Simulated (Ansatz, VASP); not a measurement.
This is a calculation of SiF for Ansatz 0.2.0. The cell comes from a database or a generator and needn't be the stable form of this composition.

The input input.yaml:

```yaml
crystal:
  lattice:
    - [3.0286, 0.0, 0.0]
    - [0.0, 3.0286, 0.0]
    - [0.0, 0.0, 3.0286]
  atoms:
    - { symbol: Si, position: [0.5, 0.5, 0.5] }
    - { symbol: F, position: [0.0, 0.0, 0.0] }
hamiltonian:
  xc: pbe
  pseudopotentials: { kind: paw }
  dispersion: d3bj
kpoints:
  mp_grid: { grid: [9, 9, 9] }
scf:
  occupations: { method: fermi_dirac, width: 0.05 }
output:
  forces: true
  stress: true
  eigenvalues: true
relax:
  f_tol: 0.01
  max_steps: 40
  cell: { stress_tol: 0.05 }
```

Potentials or basis: Ansatz PAW.

The run is started by

```bash
$ ansatz run input.yaml --threads 2 --pin off --max-ram 5632MiB --backend cpu --events-out ev --progress --plain --runs-dir out
```

What does the same run look like in VASP 6.6.1? Potentials or basis there: PBE PAW files F, Si, 600 eV.

As run (cutoffs and basis follow the program's own potentials, and thresholds, step limits or extra output files can differ):

The input INCAR:

```
SYSTEM = SiF
ALGO     = Normal         ! electronic algorithm
EDIFF    = 1E-6           ! SCF threshold, eV
EDIFFG   = -0.02          ! ionic threshold
ENCUT    = 600            ! plane-wave cutoff, eV
GGA      = PE             ! functional
IBRION   = 2              ! ionic algorithm
ISIF     = 3              ! what is computed and relaxed
ISMEAR   = -1             ! smearing method
IVDW     = 12             ! dispersion correction
LASPH    = .TRUE.         ! aspherical terms in the spheres
LCHARG   = .FALSE.        ! write CHGCAR
LREAL    = .FALSE.        ! projectors in reciprocal space
LWAVE    = .FALSE.        ! write WAVECAR
NELM     = 60             ! most SCF steps
NSW      = 60             ! ionic steps
PREC     = Accurate       ! precision mode
SIGMA    = 0.05           ! smearing width, eV
```

Contents of KPOINTS:

```
k-points
0
G
  9 9 9
  0 0 0
```

The input POSCAR:

```
SiF
1.0
    3.0286000000      0.0000000000      0.0000000000
    0.0000000000      3.0286000000      0.0000000000
    0.0000000000      0.0000000000      3.0286000000
Si F
1 1
Direct
    0.5000000000      0.5000000000      0.5000000000
    0.0000000000      0.0000000000      0.0000000000
```

Potentials or basis: VASP PAW PBE potentials, release 64 (Si, F).

Launch:

```console
$ cat potpaw_PBE.64/Si/POTCAR potpaw_PBE.64/F/POTCAR > POTCAR
$ mpirun -np 1 vasp_std > vasp.out
```

Both were run:

|  | Ansatz | VASP |
| --- | --- | --- |
| Relaxed volume | 13.62 Å³/atom | 13.59 Å³/atom |
| Relaxed cell | a = 3.009 Å, b = 3.009 Å, c = 3.009 Å, α = 90.00°, β = 90.00°, γ = 90.00° | a = 3.007 Å, b = 3.007 Å, c = 3.007 Å, α = 90.00°, β = 90.00°, γ = 90.00° |
| Space group after relaxing | Pm-3m (No. 221) | Pm-3m (No. 221) |
| Pressure after relaxing | 0.0 GPa | 0.0 GPa |

Ansatz's pressure holds a Pulay term of +0.48 GPa for its cutoff of 420 eV, which the other run lacks.

Where Ansatz's input types no cutoff or centring, it takes its own default and a Γ-centred mesh.

Pressure is positive in compression.
